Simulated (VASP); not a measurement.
Input:

```
CaIn
1.0
   -3.67417     3.67417     4.21314
    3.67417    -3.67417     4.21314
    3.67417     3.67417    -4.21314
Ca In
4 4
Direct
  0.75000   0.25000   0.50000
  0.25000   0.75000   0.50000
  0.70680   0.70680   0.00000
  0.29320   0.29320   0.00000
  0.78323   0.78323   0.56646
  0.21677   0.21677   0.43354
  0.78323   0.21677   0.00000
  0.21677   0.78323   0.00000
```

Computed with PBEsol GGA, VASP's PBE PAW potentials (set 64) (plane waves; VASP). Run with 300 eV cut-off, 3×3×3 Γ-centred mesh, Gaussian smearing of 0.10 eV, potentials Ca_sv In_d.

Task: Give the energies of bands 41 to 54 at the high-symmetry points, in eV from the Fermi level.

Result: 
```tsv
band	Γ	X	P	N	M	S	R
41	-1.91	-1.96	-0.84	-2.20	-3.11	-3.02	-2.82
42	-1.61	-1.94	-0.63	-1.87	-3.01	-2.82	-2.77
43	-1.11	-0.45	-0.63	-1.04	-2.08	-2.39	-2.59
44	-1.11	-0.32	-0.52	-0.98	-1.12	-1.14	-1.04
45	-0.82	0.03	-0.44	-0.53	-1.12	-0.92	-0.94
46	-0.82	0.11	0.15	-0.26	-0.91	-0.74	-0.56
47	0.09	0.21	0.15	0.01	0.87	0.86	0.91
48	0.69	0.62	0.31	0.21	0.87	0.93	0.92
49	1.07	1.19	0.62	1.77	1.72	1.75	1.77
50	1.19	1.29	0.80	1.79	1.83	1.81	1.83
51	1.37	1.94	0.80	1.96	1.87	1.89	1.85
52	1.53	1.95	1.08	2.11	2.32	2.17	2.10
53	2.99	2.36	2.52	2.18	2.32	2.34	2.30
54	2.99	2.44	2.71	2.34	2.60	2.51	2.52
```

It has no gap at this level: it comes out as a metal or semimetal.

The structure comes from a computed database's CaIn entry (I4/mmm); how it stands against other phases isn't given here. The cell was not relaxed at this level. The k-mesh is coarse (spacing up to 0.40 per Å, 2π included), so the numbers may not be converged in it.
